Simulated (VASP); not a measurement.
AlN:

```
Al N
1.0
     3.11300    0.00000    0.00000
    -1.55650    2.69594    0.00000
     0.00000    0.00000    4.98100
Al N
2 2
Direct
  0.33333 0.66667 0.00000
  0.66667 0.33333 0.50000
  0.33333 0.66667 0.38000
  0.66667 0.33333 0.88000
```

```yaml
Program: VASP 6.6.1
Task: relaxation of cell and atoms
Functional: PBE
Potentials_or_basis: VASP PAW PBE potentials, release 64 (Al, N)
Cutoff: 700 eV
k_mesh: 12 × 12 × 6
Occupations: gaussian, width 0.02 eV
Spin: no spin polarisation
```

At the start: pressure 3.4 GPa; volume 10.45 Å³/atom.

Question: How do energy, volume and symmetry change on relaxing?

Answer: Over 7 steps the energy falls by 2.1 meV/atom and the volume is 10.62 Å³/atom (+1.7 %); space group P6_3mc (No. 186, to 0.05 Å).

Step by step:
```csv
step,energy change (eV),largest force (eV/Å),pressure (GPa),volume (Å³)
1,0.0000,0.1291,3.38,41.80
2,-0.0014,0.0917,-2.88,43.15
3,-0.0083,0.0054,0.00,42.50
4,-0.0083,0.0033,-0.06,42.51
5,-0.0083,0.0051,0.03,42.49
6,-0.0083,0.0052,0.04,42.49
7,-0.0083,0.0009,0.01,42.49
```

Final structure:
```cif
data_structure
_symmetry_space_group_name_H-M 'P 1'
_symmetry_Int_Tables_number 1
_cell_length_a 3.1279
_cell_length_b 3.1279
_cell_length_c 5.0149
_cell_angle_alpha 90.000
_cell_angle_beta 90.000
_cell_angle_gamma 120.000
_cell_volume 42.49
loop_
_atom_site_label
_atom_site_type_symbol
_atom_site_fract_x
_atom_site_fract_y
_atom_site_fract_z
_atom_site_occupancy
Al1 Al 0.33333 0.66667 0.99925 1
Al2 Al 0.66667 0.33333 0.49925 1
N1 N 0.33333 0.66667 0.38075 1
N2 N 0.66667 0.33333 0.88075 1
```
